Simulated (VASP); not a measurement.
The system is InRh2.

```xyz
3
Lattice="0.0000 2.8907 2.8907 2.8907 0.0000 2.8907 2.8907 2.8907 0.0000" Properties=species:S:1:pos:R:3 pbc="T T T"
In    0.0000    0.0000    0.0000
Rh    1.4454    1.4454    1.4454
Rh    4.3361    4.3361    4.3361
```

The cell was built by a generator and needn't be a form met in nature.

- Program: VASP 6.6.1
- Task: relaxation of cell and atoms
- Functional: PBE
- Potentials or basis: VASP PAW PBE potentials, release 64 (In_d, Rh_pv)
- Cutoff: 600 eV
- k mesh: 8 × 8 × 8
- Occupations: methfessel-paxton, width 0.2 eV
- Spin: no spin polarisation

At the start: pressure 32.9 GPa; volume 16.10 Å³/atom.

Question: Where does the relaxation end?

Answer: Over 5 steps the energy falls by 258.8 meV/atom and the volume is 19.09 Å³/atom (+18.6 %); space group Fm-3m (No. 225, to 0.05 Å).

The path:
```
step  energy change (eV)  largest force (eV/Å)  pressure (GPa)  volume (Å³)
   1              0.0000                0.0000           32.91        48.31
   2              0.4937                0.0000          -17.05        75.33
   3             -0.7728                0.0000           -1.55        58.02
   4             -0.7761                0.0000           -0.40        57.47
   5             -0.7764                0.0000            0.02        57.28
```

Final structure:
```
In Rh
1.0
     0.00000    3.05953    3.05953
     3.05953    0.00000    3.05953
     3.05953    3.05953    0.00000
In Rh
1 2
Direct
  0.00000 0.00000 0.00000
  0.25000 0.25000 0.25000
  0.75000 0.75000 0.75000
```

Caveat: the volume moved by over 15 % at a fixed basis, so the end points are rough.
